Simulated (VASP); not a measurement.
Shape and ions are relaxed at each volume.

Energy against volume of Mg (hcp). Computed with vdW-DF2, VASP's PBE PAW potentials (set 64) (plane waves; VASP).

| V (Å³/atom) | E (eV/atom) |
|---|---|
| 21.445 | 0.33366 |
| 22.129 | 0.32597 |
| 22.813 | 0.32327 |
| 23.498 | 0.32480 |
| 24.182 | 0.32995 |

Task: Fit a third-order Birch-Murnaghan equation of state.

Result: 
```
Item                                            Result
---------------------------------------  -------------
volume per atom                          22.89 Å³/atom
bulk modulus                                  32.5 GPa
pressure derivative of the bulk modulus           4.40
```

Measured: bulk modulus 38.6 GPa at 0 K (computed value off by -15.8 %), as given by K. Lejaeghere et al., Critical reviews in solid state and materials sciences/CRC critical reviews in solid state and materials sciences (2013), arXiv:1204.2733 [extrapolated to 0 K and zero-point effects removed (source: thermally corrected experimental values)].

The compound is Mg in the hcp structure. It was relaxed first.
